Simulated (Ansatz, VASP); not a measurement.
# Cross-check of ScTeN3 between VASP and Ansatz, part 2 of 3

Wanted: the spread between two codes on one cell, functional and k mesh. The cell is generated by rule, not measured, and may not be a known phase. The cell is taken from a series of runs on this material, whose earlier steps may have relaxed, scaled, displaced or heated it; both programs get it as it stands.

VASP 6.6.1 and Ansatz 0.2.0.

So far: Set-up; Ansatz: relaxation of cell and atoms, PBEsol, pair 1.

## Step 3: VASP: relaxation of cell and atoms, PBEsol, pair 1

Level of this step: PBEsol; plane waves and PAW (Sc_sv, Te, N); invented cell (VASP).

The same cell, functional and mesh now go to VASP, with its own data sets.

Lines of VASP's logs that name or quote its potential files are left out, and so is its time.

Contents of INCAR:

```
SYSTEM = ScTeN3
PREC = Accurate
ENCUT = 600
EDIFF = 1E-07
NELM = 120
ISMEAR = 0
SIGMA = 0.01
LREAL = .FALSE.
ALGO = Normal
GGA = PS
NBANDS = 42
LASPH = .TRUE.
LORBIT = 11
LWAVE = .FALSE.
LCHARG = .FALSE.
ISIF = 3
IBRION = 2
NSW = 80
EDIFFG = -0.005
GGA_COMPAT = .FALSE.
NELMIN = 4
EFERMI = MIDGAP
KPAR = 2
```

Contents of POSCAR:

```
ScTeN3
1.0
    2.7559120000      1.5911260000      4.3966030000
   -2.7559120000      1.5911260000      4.3966030000
    0.0000000000     -3.1822530000      4.3966030000
Sc Te N
2 2 6
Direct
    0.7500000975      0.7500000975      0.7499998618
    0.2500000072      0.2500000072      0.2499999287
    0.5000000903      0.5000000903      0.4999999332
    0.0000000000      0.0000000000      0.0000000000
    0.6327060952      0.2500001162      0.8672939591
    0.3672940853      0.7500000643      0.1327059072
    0.8672941040      0.6327060620      0.2500000045
    0.1327060765      0.3672941185      0.7499998618
    0.7500000259      0.1327060049      0.3672940260
    0.2500001546      0.8672941756      0.6327058403
```

Contents of KPOINTS:

```
Automatic mesh
0
Gamma
6 6 6
0 0 0
```

Potentials, in the order of the species: Sc_sv, Te and N (PBE family, release 64).

Started as:

```
$ mpirun -np 2 vasp_std
```

Numbers of over 12 decimals in the logs are rounded to 6 here.

The program printed:

```text
[banner, memory and clock lines left out]
running    2 mpi-ranks, on    1 nodes
 distrk:  each k-point on    1 cores,    2 groups
 distr:  one band on    1 cores,    1 groups

 POSCAR found type information on POSCAR ScTeN
 POSCAR found :  3 types and      10 ions
|                                                                             |
|               ----> ADVICE to this user running VASP <----                  |
|                                                                             |
|     You enforced a specific xc type in the INCAR file but a different       |
|     [... a line on the potential file left out ...]
|     I HOPE YOU KNOW WHAT YOU ARE DOING!                                     |
|                                                                             |

 LDA part: xc-table for (Slater+PW92), standard interpolation
 POSCAR, INCAR and KPOINTS ok, starting setup
 FFT: planning ... GRIDC
 FFT: planning ... GRID_SOFT
 FFT: planning ... GRID
 WAVECAR not read
 entering main loop
       N       E                     dE             d eps       ncg     rms          rms(c)
DAV:   1     0.950133492213E+03    0.95013E+03   -0.30906E+04  2688   0.173E+03
DAV:   2     0.890515288978E+02   -0.86108E+03   -0.83418E+03  2712   0.543E+02
DAV:   3    -0.748430713445E+02   -0.16389E+03   -0.15357E+03  4150   0.196E+02
DAV:   4    -0.880124985573E+02   -0.13169E+02   -0.12938E+02  4332   0.678E+01
DAV:   5    -0.883043747130E+02   -0.29188E+00   -0.29035E+00  4360   0.119E+01    0.329E+01
DAV:   6    -0.720671889196E+02    0.16237E+02   -0.70834E+01  4168   0.472E+01    0.169E+01
DAV:   7    -0.722387704561E+02   -0.17158E+00   -0.58511E+00  4448   0.141E+01    0.105E+01
DAV:   8    -0.720906786470E+02    0.14809E+00   -0.43149E-01  4030   0.464E+00    0.343E+00
DAV:   9    -0.720759955186E+02    0.14683E-01   -0.27672E-02  4232   0.123E+00    0.749E-01
DAV:  10    -0.720755092219E+02    0.48630E-03   -0.70131E-03  4112   0.471E-01    0.332E-01
DAV:  11    -0.720754891558E+02    0.20066E-04   -0.10921E-03  4176   0.280E-01    0.113E-01
DAV:  12    -0.720754246811E+02    0.64475E-04   -0.24598E-04  4024   0.153E-01    0.385E-02
DAV:  13    -0.720754228315E+02    0.18496E-05   -0.18212E-05  4440   0.357E-02    0.156E-02
DAV:  14    -0.720754208738E+02    0.19577E-05   -0.32524E-06  4040   0.168E-02    0.916E-03
DAV:  15    -0.720754211627E+02   -0.28888E-06   -0.59975E-07  3264   0.705E-03    0.468E-03
DAV:  16    -0.720754211593E+02    0.33788E-08   -0.63736E-08  2198   0.298E-03
   1 F= -.72075421E+02 E0= -.72075421E+02  d E =-.720754E+02
 curvature:   0.00 expect dE= 0.000E+00 dE for cont linesearch  0.000E+00
 trial: gam= 0.00000 g(F)=  0.444E-04 g(S)=  0.261E-02 ort = 0.000E+00 (trialstep = 0.100E+01)
 search vector abs. value=  0.265E-02
 bond charge predicted
       N       E                     dE             d eps       ncg     rms          rms(c)
DAV:   1    -0.720837707754E+02   -0.83496E-02   -0.32271E-01  3906   0.482E+00    0.841E-01
DAV:   2    -0.720770313818E+02    0.67394E-02   -0.18481E-02  3940   0.120E+00    0.312E-01
DAV:   3    -0.720755357440E+02    0.14956E-02   -0.41006E-03  4004   0.356E-01    0.103E-01
DAV:   4    -0.720753421825E+02    0.19356E-03   -0.37271E-04  4318   0.196E-01    0.450E-02
DAV:   5    -0.720753173596E+02    0.24823E-04   -0.56630E-05  3910   0.452E-02    0.421E-02
DAV:   6    -0.720753112022E+02    0.61574E-05   -0.11349E-05  4288   0.196E-02    0.170E-02
DAV:   7    -0.720753081516E+02    0.30506E-05   -0.38897E-06  3920   0.111E-02    0.495E-03
DAV:   8    -0.720753084122E+02   -0.26063E-06   -0.30554E-07  2930   0.372E-03    0.113E-03
DAV:   9    -0.720753085310E+02   -0.11882E-06   -0.30732E-08  1858   0.170E-03    0.492E-04
DAV:  10    -0.720753085448E+02   -0.13734E-07   -0.12684E-08  1738   0.126E-03
   2 F= -.72075309E+02 E0= -.72075309E+02  d E =0.112615E-03
 trial-energy change:    0.000113  1 .order    0.000097   -0.002651    0.002845
 step:   0.4781(harm=  0.4823)  dis= 0.00029  next Energy=   -72.076053 (dE=-0.632E-03)
 bond charge predicted
       N       E                     dE             d eps       ncg     rms          rms(c)
DAV:   1    -0.720783379685E+02   -0.30294E-02   -0.87728E-02  3850   0.251E+00    0.439E-01
DAV:   2    -0.720765038071E+02    0.18342E-02   -0.50051E-03  3904   0.619E-01    0.163E-01
DAV:   3    -0.720761023573E+02    0.40145E-03   -0.11187E-03  3992   0.188E-01    0.534E-02
DAV:   4    -0.720760550929E+02    0.47264E-04   -0.98012E-05  4332   0.988E-02    0.237E-02
DAV:   5    -0.720760519089E+02    0.31841E-05   -0.15230E-05  3924   0.236E-02    0.214E-02
DAV:   6    -0.720760528886E+02   -0.97974E-06   -0.30178E-06  4280   0.102E-02    0.895E-03
DAV:   7    -0.720760537209E+02   -0.83225E-06   -0.86674E-07  3770   0.539E-03    0.214E-03
DAV:   8    -0.720760535775E+02    0.14337E-06   -0.63021E-08  1886   0.187E-03    0.657E-04
DAV:   9    -0.720760535304E+02    0.47096E-07   -0.14967E-08  1684   0.136E-03
   3 F= -.72076054E+02 E0= -.72076054E+02  d E =-.632371E-03
 curvature:  -0.24 expect dE=-0.166E-05 dE for cont linesearch -0.787E-08
 trial: gam=-0.00091 g(F)=  0.222E-06 g(S)=  0.667E-05 ort = 0.930E-05 (trialstep = 0.896E+00)
 search vector abs. value=  0.688E-05
 reached required accuracy - stopping structural energy minimisation
```

OUTCAR, selected parts (step 3):

```text
ion  position               nearest neighbor table
   1  0.750  0.750  0.750-   9 2.11   8 2.11   6 2.11   3 3.30   4 3.30   4 3.37   3 3.37   3 3.37
                             3 3.37   4 3.37   4 3.37
   2  0.250  0.250  0.250-  10 2.11   7 2.11   5 2.11   4 3.30   3 3.30   3 3.37   3 3.37   3 3.37
                             4 3.37   4 3.37   4 3.37
   3  0.500  0.500  0.500-   7 2.04   8 2.04   5 2.04   6 2.04  10 2.04   9 2.04   1 3.30   2 3.30
                             2 3.37   2 3.37   2 3.37   1 3.37   1 3.37   1 3.37
   4  0.000  0.000  0.000-   7 2.04   5 2.04   9 2.04   6 2.04  10 2.04   8 2.04   2 3.30   1 3.30
                             1 3.37   2 3.37   2 3.37   2 3.37   1 3.37   1 3.37
   5  0.633  0.250  0.867-   4 2.04   3 2.04   2 2.11
   6  0.367  0.750  0.133-   3 2.04   4 2.04   1 2.11
   7  0.867  0.633  0.250-   4 2.04   3 2.04   2 2.11
   8  0.133  0.367  0.750-   3 2.04   4 2.04   1 2.11
   9  0.750  0.133  0.367-   4 2.04   3 2.04   1 2.11
  10  0.250  0.867  0.633-   3 2.04   4 2.04   2 2.11

  LATTYP: Found a trigonal (rhomboedric) cell.
 ALAT       =     5.4274165898
 COS(alpha) =     0.4843270251

 Subroutine GETGRP returns: Found 12 space group operations
 (whereof  6 operations were pure point group operations)

The static configuration has the point symmetry S_6 .
 The point group associated with its full space group is D_3d.

 Found     32 irreducible k-points:

   k-points           NKPTS =     32   k-points in BZ     NKDIM =     32   number of bands    NBANDS=     42

   dimension x,y,z NGX =    48 NGY =   48 NGZ =   48
   dimension x,y,z NGXF=    96 NGYF=   96 NGZF=   96

   ENCUT  =  600.0 eV  44.10 Ry    6.64 a.u.  10.84 10.84 10.84*2*pi/ulx,y,z

   NELECT =      64.0000    total number of electrons

 k-points in reciprocal lattice and weights: Automatic mesh
   0.00000000  0.00000000  0.00000000       0.005
   0.16666667  0.00000000  0.00000000       0.028
   0.33333333  0.00000000  0.00000000       0.028
   0.50000000  0.00000000  0.00000000       0.014
   0.16666667  0.16666667  0.00000000       0.028
   0.33333333  0.16666667  0.00000000       0.056
   0.50000000  0.16666667  0.00000000       0.056
  -0.33333333  0.16666667 -0.00000000       0.056
  -0.16666667  0.16666667  0.00000000       0.028
[...]
-0.33333333  0.50000000  0.33333333       0.028
   0.50000000  0.50000000  0.50000000       0.005

 average (electrostatic) potential at core
       1 -42.2976       2 -42.2975       3 -88.1563       4 -88.1563       5 -59.8968
       6 -59.8967       7 -59.8968       8 -59.8967       9 -59.8968      10 -59.8968

 E-fermi :   8.1383

 k-point     1 :       0.0000    0.0000    0.0000
  band No.  band energies     occupation
    ...
     28       6.7804      2.00000
     29       6.7804      2.00000
     30       7.0915      2.00000
     31       7.0916      2.00000
     32       7.7268      2.00000
     33       8.5499      0.00000
     34      10.1478      0.00000
     35      11.1017      0.00000
     36      11.1017      0.00000
     37      11.1143      0.00000
    ...

 k-point     2 :       0.1667    0.0000    0.0000
  band No.  band energies     occupation
    ...
     28       6.2210      2.00000
     29       6.6758      2.00000
     30       7.1871      2.00000
     31       7.2915      2.00000
     32       7.6274      2.00000
     33       8.5764      0.00000
     34      10.3487      0.00000
     35      10.9990      0.00000
     36      11.0582      0.00000
     37      11.1301      0.00000
    ...

 k-point     3 :       0.3333    0.0000    0.0000
  band No.  band energies     occupation
    ...
     28       6.1355      2.00000
     29       6.6831      2.00000
     30       7.1387      2.00000
     31       7.2539      2.00000
     32       7.4257      2.00000
     33       8.7753      0.00000
     34      10.6189      0.00000
     35      10.7816      0.00000
     36      11.0910      0.00000
     37      11.1996      0.00000
    ...

  Total        0.0093626      0.0093626     -0.0347518     -0.0000000      0.0000000      0.0000000
  in kB        0.1293147      0.1293147     -0.4799892     -0.0000000      0.0000000      0.0000000
  external PRESSURE =      -0.0737866 kB  Pullay stress =       0.0000000 kB

  energy-cutoff  :      600.00
  volume of cell :      116.00
      direct lattice vectors                 reciprocal lattice vectors
     2.759050830  1.592938203  4.398928654     0.181221743  0.104628435  0.075776034
    -2.759050830  1.592938203  4.398928654    -0.181221743  0.104628435  0.075776034
     0.000000000 -3.185877408  4.398928654     0.000000000 -0.209256871  0.075776010

 POSITION                                       TOTAL-FORCE (eV/Angst)
 -----------------------------------------------------------------------------------
      0.00000     -0.00000      9.89759        -0.000000     -0.000000     -0.000000
      0.00000     -0.00000      3.29920        -0.000000      0.000000     -0.000000
      0.00000     -0.00000      6.59839        -0.000000     -0.000000      0.000000
      0.00000     -0.00000      0.00000        -0.000000      0.000000      0.000000
      1.05605     -1.35675      7.69813         0.000438      0.000759     -0.000000
     -1.05605      1.35675      5.49866        -0.000438     -0.000759      0.000000
      0.64695      1.59294      7.69813        -0.000876     -0.000000      0.000000
     -0.64695     -1.59294      5.49866         0.000876      0.000000      0.000000
      1.70300      0.23619      5.49866        -0.000438      0.000759     -0.000000
     -1.70300     -0.23619      7.69813         0.000438     -0.000759      0.000000
 -----------------------------------------------------------------------------------
    total drift:                               -0.000148     -0.002235     -0.004424

  FREE ENERGIE OF THE ION-ELECTRON SYSTEM (eV)
  ---------------------------------------------------
  free  energy   TOTEN  =       -72.0760535304 eV

  energy  without entropy=      -72.0760535304  energy(sigma->0) =      -72.07605353

 reached required accuracy - stopping structural energy minimisation

 total charge
# of ion       s       p       d       tot
------------------------------------------
    1        2.204   6.186   1.076   9.467
    2        2.204   6.186   1.076   9.467
    3        1.250   1.612   0.458   3.320
    4        1.250   1.612   0.458   3.320
    5        1.256   2.466   0.000   3.722
    6        1.256   2.466   0.000   3.722
    7        1.256   2.466   0.000   3.722
    8        1.256   2.466   0.000   3.722
    9        1.256   2.466   0.000   3.722
   10        1.256   2.466   0.000   3.722
--------------------------------------------------
tot         14.442  30.393   3.069  47.904

[... 3 further parts left out ...]
```

CONTCAR:

```
ScTeN3
   1.00000000000000
     2.7590508303225301    1.5929382032864070    4.3989286539694534
    -2.7590508303225301    1.5929382032864070    4.3989286539694534
     0.0000000000000000   -3.1858774082407244    4.3989286541608861
  Sc              Te              N
     2     2     6
Direct
     0.7500000974999992    0.7500000974999992    0.7499998617999992
     0.2500000072000006    0.2500000072000006    0.2499999286999994
     0.5000000902999986    0.5000000902999986    0.4999999332000016
     0.0000000000000000    0.0000000000000000    0.0000000000000000
     0.6327580346618217    0.2500001161999802    0.8672420196381946
     0.3672421458381808    0.7500000643000152    0.1327578466618068
     0.8672421645381618    0.6327580014618377    0.2500000045000021
     0.1327580159618407    0.3672421790381577    0.7499998617999992
     0.7500000258999816    0.1327579443618231    0.3672420865381948
     0.2500001546000208    0.8672422361381794    0.6327577797618066
```

## Step 4: Differences

Known differences besides the potentials themselves: fixed occupations in Ansatz, narrow Gaussian smearing in VASP; the data sets hold 84 valence electrons in Ansatz (on its PAW soft_1 files) and 64 in VASP; the cutoff is 420 eV in Ansatz and 600 eV in VASP; Ansatz makes its cores anew for this functional, VASP keeps those of its PBE data sets; Ansatz adds a Pulay correction to the stress that steers its cell, VASP none. Total energies have different zeros and are not compared.

Both answers:

| quantity | Ansatz | VASP | difference |
| --- | --- | --- | --- |
| volume (Å³) | 115.67 | 116.00 | -0.28 % |
| edge a after relaxation, in the typed setting (Å) | 5.427 | 5.431 | -0.07 % |

[end of part 2 of 3]

[Lines on the potential files, build, host, timing and source positions are cut from VASP's logs without a mark.]

[Logs are printed without paths, hosts, clocks, repeated set-up lines and the standing remarks that a program may print on its own settings, such as how far it seeks lower states.]

[Hosts, paths, dates, database ids (printed as entryN), source tags and the programs' standing remarks are cut or masked in the printed files.]
